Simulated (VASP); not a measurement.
Runs of VASP 6.6.1 on NCBrH2. The cell holds a molecule in a box, 5 atoms: a = 13.000 Å, b = 11.000 Å, c = 11.000 Å, α = 90.00°, β = 90.00°, γ = 90.00°. 

| task | level | potentials or basis | cutoff (eV) | grid for exact exchange (PRECFOCK) | exchange at q = 0 | gap on the mesh (eV) | largest force (eV/Å) |
| --- | --- | --- | --- | --- | --- | --- | --- |
| single point | vdW-DF2 | VASP PAW PBE potentials, release 64 (N, C, Br, H) | 520 | - | - | (a) | 0.99 |
| electron localisation function | PBE | VASP PAW PBE potentials, release 64 (N, C, Br, H) | 520 | - | - | 5.00 | 0.85 |
| atomic charges | PBE+TS | VASP PAW PBE potentials, release 64 (N, C, Br, H) | 520 | - | - | 5.00 | 0.85 |
| single point | B3LYP | VASP PAW PBE potentials, release 64 (N_s, C_s, Br, H_s) | 400 | Fast | truncated | 6.87 | 1.33 |

Alike in all rows: no spin polarisation; cell as given; k mesh 1 × 1 × 1; smearing gaussian 0.01 eV.

Q: Estimate the missing entries.

A: (a) 5.04.

Caveats: the standard files for N, O and F lose accuracy on very short bonds; the PAW data sets were made with another functional, which shifts forces and pressure a little (some runs).

A k mesh can miss the band edges, and the runs leave out spin-orbit coupling on Br.

Not every run made on this cell is shown here.
